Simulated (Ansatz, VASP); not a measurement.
## Two plane-wave programs on SiWSN2

Contents of INCAR:

```
PREC = Accurate
ENCUT = 600
EDIFF = 1E-6
ISMEAR = 0
SIGMA = 0.1
LREAL = False
LASPH = True
NELM = 100
ALGO = Normal
ISIF = 3
LWAVE = False
LCHARG = False
GGA = PE
IBRION = 2
NSW = 90
EDIFFG = -0.04
```

File KPOINTS:

```
Automatic mesh
0
Gamma
  4 4 4
```

File POSCAR:

```
SiWSN2
1.0
    3.9753013800      0.0000000000      0.0000000000
    0.0000000000      3.9753013800      0.0000000000
    0.0000000000      0.0000000000      3.9753013800
Si W S N
1 1 1 2
Direct
    0.0000000000      0.0000000000      0.0000000000
    0.5000000000      0.5000000000      0.5000000000
    0.0000000000      0.0000000000      0.5000000000
    0.5000000000      0.0000000000      0.0000000000
    0.0000000000      0.5000000000      0.0000000000
```

Input for Ansatz:

```yaml
crystal:
  lattice:
    - [3.97530138, 0.0, 0.0]
    - [0.0, 3.97530138, 0.0]
    - [0.0, 0.0, 3.97530138]
  atoms:
    - { symbol: Si, position: [0.0, 0.0, 0.0] }
    - { symbol: W, position: [0.5, 0.5, 0.5] }
    - { symbol: S, position: [0.0, 0.0, 0.5] }
    - { symbol: "N", position: [0.5, 0.0, 0.0] }
    - { symbol: "N", position: [0.0, 0.5, 0.0] }
basis:
  ecutwfc: 420
kpoints:
  mp_grid: { grid: [4, 4, 4] }
hamiltonian:
  xc: pbe
scf:
  occupations: { method: gaussian, width: 0.1 }
  lower_state_search: "off"
output:
  forces: true
  stress: true
  eigenvalues: true
relax:
  adjacent_minimum: "off"
  f_tol: 0.04
  max_steps: 70
  cell: { stress_tol: 0.4 }
```

Alike in both runs: task relaxation of cell and atoms; functional PBE; k mesh 4 × 4 × 4; occupations gaussian, width 0.1 eV; no spin polarisation.

```csv
,VASP,Ansatz
version,VASP 6.6.1,Ansatz 0.2.0
potentials or method,"VASP PAW PBE potentials, release 64 (Si, W_sv, S, N)","scalar-relativistic, plane waves, PAW"
plane-wave cutoff (eV),600,420
valence electrons in the cell,34,34
```

```tsv
	VASP	Ansatz	Ansatz less VASP
gap on the k mesh at the Fermi level, each at its own relaxed structure (eV)	none	none	-
relaxed volume (Å³/atom)	11.40	11.41	+0.010
relaxed cell length with the largest relative difference (Å)	4.402	4.406	+0.0042
energy change over the relaxation (meV/atom)	-391	-392	-1.1
```

A gap of «none» marks a metal or a gap that the smearing closes.

Caveats: the k mesh is coarse (spacing up to 0.40 Å⁻¹), so the values aren't converged; the bands computed are all filled at some k points, so no gap is given. Spin-orbit coupling is left out, which matters for the levels of W.
